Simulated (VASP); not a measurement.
An input for Quantum ESPRESSO's pw.x (written as the equivalent of a VASP run, and not itself run):

```
&CONTROL
  calculation = 'vc-relax'
  pseudo_dir = './pseudo'
  outdir = './out'
  tprnfor = .true.
  tstress = .true.
  nstep = 60
  forc_conv_thr = 0.00078
/
&SYSTEM
  ibrav = 0
  nat = 3
  ntyp = 2
  ecutwfc = 84
  occupations = 'smearing'
  smearing = 'gaussian'
  degauss = 0.003675
  input_dft = 'pbesol'
/
&ELECTRONS
  conv_thr = 7.3e-08
  electron_maxstep = 100
/
&IONS
/
&CELL
/
ATOMIC_SPECIES
  Pt 195.084 Pt.upf
  S 32.060 S.upf
CELL_PARAMETERS angstrom
     3.5656023    0.0000000   -0.0000000
    -1.7828012    3.0879023   -0.0000000
     0.0000000    0.0000000    4.8147176
ATOMIC_POSITIONS crystal
  Pt   0.0000000  0.0000000  0.0000000
  S    0.3333330  0.6666670  0.2484974
  S    0.6666670  0.3333330  0.7515026
K_POINTS automatic
  7 7 4 0 0 0
```

### Question
Translate this input to VASP (INCAR, KPOINTS, POSCAR, choice of POTCAR).

### Answer
Several could match; the one computed here: 
INCAR:
```
SYSTEM = PtS2
PREC = Accurate
ENCUT = 480
EDIFF = 1E-6
NELM = 100
ALGO = Normal
LREAL = .FALSE.
LASPH = .TRUE.
ISMEAR = 0
SIGMA = 0.05
GGA = PS
LMAXMIX = 6
LWAVE = .FALSE.
LCHARG = .FALSE.
IBRION = 2
ISIF = 3
NSW = 60
EDIFFG = -0.02
```

POSCAR:
```
PtS2
1
    3.5656023076     0.0000000000    -0.0000000000
   -1.7828011538     3.0879022502    -0.0000000000
    0.0000000000     0.0000000000     4.8147175560
Pt S
1 2
Direct
  0.0000000000   0.0000000000   0.0000000000
  0.3333330000   0.6666670000   0.2484973688
  0.6666670000   0.3333330000   0.7515026312
```

**KPOINTS**
```
kpoints
0
Gamma
 7 7 4
```

POTCAR, in this order: Pt S (PBE.64 set). Program: vasp_std.

Limits of the translation: the potentials are each code's own (VASP's PAW set, PseudoDojo norm-conserving files in pw.x), so ENCUT and ecutwfc are chosen apart and not converted; conv_thr bounds pw.x's estimated SCF error, while EDIFF bounds the energy change between steps; forc_conv_thr acts on force components and is met together with etot_conv_thr.

The compound is PtS2 in the 1T layered structure. This run relaxes it. Symmetry was kept, so distortions that lower it aren't found. The start is the result of an earlier pass.
